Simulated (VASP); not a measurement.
A run of VASP 6.6.1 is set up as follows.

File run.py:

```python
from ase.calculators.vasp import Vasp
from ase.dft.bandgap import bandgap
from ase.io import read

atoms = read('Si3Ge.cif', primitive_cell=True, subtrans_included=False)
calc = Vasp(
    directory='calc',
    xc='vdw-df2',
    pp='PBE',
    setups='minimal',
    prec='Accurate',
    encut=500,
    ediff=1e-06,
    ismear=0,
    sigma=0.1,
    lreal=False,
    lasph=True,
    nelm=80,
    algo='Normal',
    isif=2,
    lwave=False,
    lcharg=True,
    lnoncollinear=True,
    lorbit=11,
    lsorbit=True,
    gga_compat=False,
    lvhar=True,
    kpts=[8, 8, 3],
    gamma=True,
    nbands=30,
)
atoms.calc = calc

print('energy (eV):', atoms.get_potential_energy())
print('free energy (eV):', atoms.get_potential_energy(force_consistent=True))
print('forces (eV/A):')
print(atoms.get_forces())
print('stress (eV/A^3, Voigt):', atoms.get_stress())
print('Fermi level (eV):', calc.get_fermi_level())
gap, top, bottom = bandgap(calc)
print('band gap (eV):', gap, 'from (spin, k, band)', top, 'to', bottom)
```

The input Si3Ge.cif:

```cif
data_Si3Ge
_cell_length_a 2.64057910
_cell_length_b 2.64057910
_cell_length_c 9.83346631
_cell_angle_alpha 90.00000000
_cell_angle_beta 90.00000000
_cell_angle_gamma 120.00000000
_space_group_name_H-M_alt 'P6/mmm'
_space_group_name_Hall '-P 6 2'
_space_group_IT_number 191
loop_
_space_group_symop_operation_xyz
'x,y,z'
'-x,-y,-z'
'x-y,x,z'
'-x+y,-x,-z'
'-y,x-y,z'
'y,-x+y,-z'
'-x,-y,z'
'x,y,-z'
'-x+y,-x,z'
'x-y,x,-z'
'y,-x+y,z'
'-y,x-y,-z'
'-y,-x,-z'
'y,x,z'
'-x,-x+y,-z'
'x,x-y,z'
'-x+y,y,-z'
'x-y,-y,z'
'y,x,-z'
'-y,-x,z'
'x,x-y,-z'
'-x,-x+y,z'
'x-y,-y,-z'
'-x+y,y,z'
loop_
_atom_site_label
_atom_site_type_symbol
_atom_site_symmetry_multiplicity
_atom_site_Wyckoff_symbol
_atom_site_fract_x
_atom_site_fract_y
_atom_site_fract_z
_atom_site_occupancy
Si1 Si 1 b 0.0000000000 0.0000000000 0.5000000000 1
Si2 Si 2 e 0.0000000000 0.0000000000 0.7435600000 1
Ge1 Ge 1 a 0.0000000000 0.0000000000 0.0000000000 1
```

Potentials or basis: VASP PAW PBE potentials, release 64 (Si, Ge).

The run is started by

```bash
$ python run.py
```

Problem. Predict the largest force.

Solution. 0.069 eV/Å.

Problem. Predict the pressure.

Solution. 20.2 GPa.

Stress tensor (GPa, compression positive):
```
21.41  0.00  0.00
 0.00 21.41  0.00
 0.00  0.00 17.78
```

Caveat: the PAW data sets were made with another functional, which shifts forces and pressure a little.
